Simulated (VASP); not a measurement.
Input for VASP

### KPOINTS
```
Automatic mesh
0
Gamma
10 10 10
0 0 0
```

### INCAR
```
EDIFF  =  1E-7
LMIXTAU  =  T
NSW  =  40
LMAXMIX  =  4   ! l cut-off of mixed one-centre charges
ISMEAR  =  1   ! Methfessel-Paxton
SYSTEM  =  AgAs
LWAVE  =  F
ALGO  =  Normal   ! blocked Davidson
PREC  =  Accurate
ENCUT  =  480   ! plane-wave cut-off (eV)
ISIF  =  3
PSTRESS  =  300
METAGGA  =  R2SCAN
LCHARG  =  F
NELM  =  100
IBRION  =  2   ! conjugate gradients
SIGMA  =  0.1
LREAL  =  F   ! projection in real space or not
LASPH  =  T   ! aspherical one-centre terms
EDIFFG  =  -0.01   ! ionic stop
```

POSCAR:
```
AgAs
1
    3.1269974884    -0.0000000000    -0.0000000000
   -0.0000000000     3.1269974884     0.0000000000
   -0.0000000000    -0.0000000000     3.1269974884
Ag As
1 1
Direct
  0.0000000000   0.0000000000   0.0000000000
  0.5000000000   0.5000000000   0.5000000000
```

POTCAR, in this order: Ag As (PBE.64 set). Program: vasp_std.

Problem. Translate this r2SCAN calculation to Ansatz.

Solution. One equivalent input (not run):
Ansatz 0.2 input:
```yaml
crystal:
  lattice:
    - [3.1269975, 0.0000000, 0.0000000]
    - [0.0000000, 3.1269975, 0.0000000]
    - [0.0000000, 0.0000000, 3.1269975]
  atoms:
    - { symbol: Ag, position: [0.0000000, 0.0000000, 0.0000000] }
    - { symbol: As, position: [0.5000000, 0.5000000, 0.5000000] }
kpoints:
  mp_grid: { grid: [10, 10, 10] }
hamiltonian:
  xc: r2scan
  pseudopotentials: { kind: paw }
scf:
  occupations: { method: methfessel_paxton, width: 0.1 }
  max_iter: 100
relax:
  max_steps: 40
  f_tol: 0.01
  cell: { p_target: 30 }
output: { forces: true, stress: true, eigenvalues: true }
```
What does not carry over: each code has its own PAW files, so the cut-off isn't converted (ENCUT is set for VASP's; basis.ecutwfc is left out, and Ansatz then takes the one that its files recommend); Ansatz stops its SCF on the density residual and VASP on the energy change (EDIFF).

The structure was generated: AgAs was put into the CsCl type (Pm-3m), which need not be its known phase. It was relaxed first under an external pressure of 30 GPa.
